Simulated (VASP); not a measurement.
A convergence study with VASP on CaO (rock salt): a few settings are varied, all else stays as given below, so the limit is that of these other settings.

```xyz
2
Lattice="0.0000 2.4050 2.4050 2.4050 0.0000 2.4050 2.4050 2.4050 0.0000" Properties=species:S:1:pos:R:3 pbc="T T T"
Ca     0.0000     0.0000     0.0000
O      2.4050     2.4050     2.4050
```

Level of theory: PBE GGA, VASP's PBE PAW potentials (set 64) (plane waves; VASP). The last row used: 700 eV cut-off, 17×17×17 Γ-centred mesh, second-order Methfessel-Paxton smearing of 0.40 eV, potentials Ca_sv O.

```json
[
 {"setting": "ISMEAR = -1, SIGMA = 0.01, 5×5×5 mesh", "E (eV/atom)": "-6.4031", "pressure (GPa)": "1.88", "irreducible k-points": "10"},
 {"setting": "ISMEAR = -1, SIGMA = 0.1, 5×5×5 mesh", "E (eV/atom)": "-6.4031", "pressure (GPa)": "1.88", "irreducible k-points": "10"},
 {"setting": "ISMEAR = 0, SIGMA = 0.01, 5×5×5 mesh", "E (eV/atom)": "-6.4031", "pressure (GPa)": "1.88", "irreducible k-points": "10"},
 {"setting": "ISMEAR = 0, SIGMA = 0.2, 5×5×5 mesh", "E (eV/atom)": "-6.4031", "pressure (GPa)": "1.88", "irreducible k-points": "10"},
 {"setting": "ISMEAR = 1, SIGMA = 0.05, 5×5×5 mesh", "E (eV/atom)": "-6.4031", "pressure (GPa)": "1.88", "irreducible k-points": "10"},
 {"setting": "ISMEAR = 1, SIGMA = 0.2, 5×5×5 mesh", "E (eV/atom)": "-6.4031", "pressure (GPa)": "1.88", "irreducible k-points": "10"},
 {"setting": "ISMEAR = 2, SIGMA = 0.05, 5×5×5 mesh", "E (eV/atom)": "-6.4031", "pressure (GPa)": "1.88", "irreducible k-points": "10"},
 {"setting": "ISMEAR = 2, SIGMA = 0.2, 5×5×5 mesh", "E (eV/atom)": "-6.4030", "pressure (GPa)": "1.88", "irreducible k-points": "10"},
 {"setting": "ISMEAR = -1, SIGMA = 0.01, 11×11×11 mesh", "E (eV/atom)": "-6.4034", "pressure (GPa)": "1.87", "irreducible k-points": "56"},
 {"setting": "ISMEAR = -1, SIGMA = 0.2, 11×11×11 mesh", "E (eV/atom)": "-6.4034", "pressure (GPa)": "1.87", "irreducible k-points": "56"},
 {"setting": "ISMEAR = 0, SIGMA = 0.01, 11×11×11 mesh", "E (eV/atom)": "-6.4034", "pressure (GPa)": "1.87", "irreducible k-points": "56"},
 {"setting": "ISMEAR = 0, SIGMA = 0.4, 11×11×11 mesh", "E (eV/atom)": "-6.4034", "pressure (GPa)": "1.87", "irreducible k-points": "56"},
 {"setting": "ISMEAR = 1, SIGMA = 0.05, 11×11×11 mesh", "E (eV/atom)": "-6.4034", "pressure (GPa)": "1.87", "irreducible k-points": "56"},
 {"setting": "ISMEAR = 1, SIGMA = 0.4, 11×11×11 mesh", "E (eV/atom)": "-6.4038", "pressure (GPa)": "1.79", "irreducible k-points": "56"},
 {"setting": "ISMEAR = 2, SIGMA = 0.05, 11×11×11 mesh", "E (eV/atom)": "-6.4034", "pressure (GPa)": "1.87", "irreducible k-points": "56"},
 {"setting": "ISMEAR = 2, SIGMA = 0.4, 11×11×11 mesh", "E (eV/atom)": "-6.4036", "pressure (GPa)": "1.87", "irreducible k-points": "56"},
 {"setting": "ISMEAR = -1, SIGMA = 0.05, 17×17×17 mesh", "E (eV/atom)": "-6.4034", "pressure (GPa)": "1.87", "irreducible k-points": "165"},
 {"setting": "ISMEAR = -1, SIGMA = 0.2, 17×17×17 mesh", "E (eV/atom)": "-6.4034", "pressure (GPa)": "1.87", "irreducible k-points": "165"},
 {"setting": "ISMEAR = 0, SIGMA = 0.1, 17×17×17 mesh", "E (eV/atom)": "-6.4034", "pressure (GPa)": "1.87", "irreducible k-points": "165"},
 {"setting": "ISMEAR = 0, SIGMA = 0.4, 17×17×17 mesh", "E (eV/atom)": "-6.4034", "pressure (GPa)": "1.87", "irreducible k-points": "165"},
 {"setting": "ISMEAR = 1, SIGMA = 0.1, 17×17×17 mesh", "E (eV/atom)": "-6.4034", "pressure (GPa)": "1.87", "irreducible k-points": "165"},
 {"setting": "ISMEAR = 1, SIGMA = 0.4, 17×17×17 mesh", "E (eV/atom)": "-6.4038", "pressure (GPa)": "1.79", "irreducible k-points": "165"},
 {"setting": "ISMEAR = 2, SIGMA = 0.1, 17×17×17 mesh", "E (eV/atom)": "-6.4034", "pressure (GPa)": "1.87", "irreducible k-points": "165"},
 {"setting": "ISMEAR = 2, SIGMA = 0.4, 17×17×17 mesh", "E (eV/atom)": "-6.4035", "pressure (GPa)": "1.87", "irreducible k-points": "165"}
]
```

Left out are rungs that failed or repeat a setting and relaxations that didn't move; long series are thinned to 24 rows.

The compound is CaO in the rock salt structure. The cell was not relaxed at this level.
